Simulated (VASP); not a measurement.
A run of VASP 6.6.1 is set up as follows.

Contents of POSCAR:

```
TlRu
1.0
    3.0590995300      0.0000000000      0.0000000000
   -1.5295497700      2.6492579100      0.0000000000
    0.0000000000      0.0000000000      6.1453265000
Tl Ru
1 1
Cartesian
    0.0000000000      0.0000000000      3.0726632500
    0.0000000000      0.0000000000      0.0000000000
```

Contents of INCAR.step1:

```
ALGO = Normal ; EDIFF = 1E-5
ENCUT = 520 ; GGA = PE
ISIF = 2 ; ISMEAR = 1
LASPH = T ; LCHARG = F
LREAL = F ; LWAVE = T
NBANDS = 46 ; NELM = 80
PREC = Accurate ; SIGMA = 0.1
```

Contents of INCAR.step2:

```
ALGO = Normal ; CSHIFT = 0.1
EDIFF = 1E-6 ; ENCUT = 520
ISIF = 2 ; ISMEAR = 1
ISTART = 1 ; LASPH = T
LCHARG = F ; LOPTICS = T
LREAL = F ; LWAVE = F
METAGGA = MBJ ; NBANDS = 46
NEDOS = 2000 ; NELM = 80
PREC = Accurate ; SIGMA = 0.1
```

Contents of KPOINTS:

```
k-points
0
Gamma
  10 10 5
```

Potentials or basis: VASP PAW PBE potentials, release 64 (Tl_d, Ru_pv).

Run with:

```sh
$ cat potpaw_PBE.64/Tl_d/POTCAR potpaw_PBE.64/Ru_pv/POTCAR > POTCAR
$ cp INCAR.step1 INCAR
$ mpirun -np 1 vasp_std > vasp.out
$ cp INCAR.step2 INCAR
$ mpirun -np 1 vasp_std > vasp.out
```

Question: What does it give for the band gap on the k mesh?

Answer: None (metal or under the smearing width).

Dielectric function (mean over the directions given):
| energy (eV) | real part | imaginary part |
| --- | --- | --- |
| 0.28 | 77.72 | 66.80 |
| 0.76 | 39.83 | 57.72 |
| 1.23 | -3.83 | 21.34 |
| 1.71 | -0.59 | 28.37 |
| 2.28 | -12.30 | 17.33 |
| 2.75 | -3.52 | 14.28 |
| 3.22 | -3.84 | 6.60 |
| 3.79 | -4.00 | 7.53 |
| 4.27 | -4.84 | 5.55 |
| 4.74 | -3.49 | 3.67 |
| 5.31 | -2.35 | 2.18 |
| 5.79 | -0.92 | 2.32 |
| 6.26 | -1.90 | 1.20 |
| 6.83 | -0.72 | 1.24 |
| 7.30 | 0.05 | 1.57 |
| 7.78 | -0.27 | 1.02 |
| 8.25 | 0.36 | 0.77 |
| 8.82 | 0.51 | 1.16 |
| 9.30 | 0.44 | 1.28 |
| 9.77 | 0.56 | 1.23 |
| 10.34 | 0.74 | 1.04 |
| 10.81 | 0.56 | 1.29 |
| 11.29 | 0.76 | 1.24 |
| 11.86 | 0.87 | 1.28 |
| 12.33 | 1.00 | 0.97 |
| 12.80 | 0.79 | 1.33 |
| 13.37 | 0.67 | 1.11 |
| 13.85 | 0.80 | 1.21 |
| 14.32 | 1.01 | 1.08 |
| 14.80 | 0.55 | 1.02 |
| 15.37 | 1.09 | 1.08 |
| 15.84 | 0.55 | 1.42 |
| 16.31 | 0.41 | 0.93 |
| 16.88 | 0.45 | 0.72 |
| 17.36 | 0.72 | 0.80 |
| 17.83 | 0.61 | 0.87 |
| 18.40 | 0.76 | 0.56 |
| 18.88 | 0.75 | 0.64 |
| 19.35 | 0.91 | 0.61 |
| 19.92 | 0.97 | 0.81 |

Caveat: spectra need much finer meshes, so this one isn't converged; independent-particle spectra lack excitons; the intraband (Drude) part of a metal's response may be missing. Spin-orbit coupling is left out, which matters for the levels of Tl.
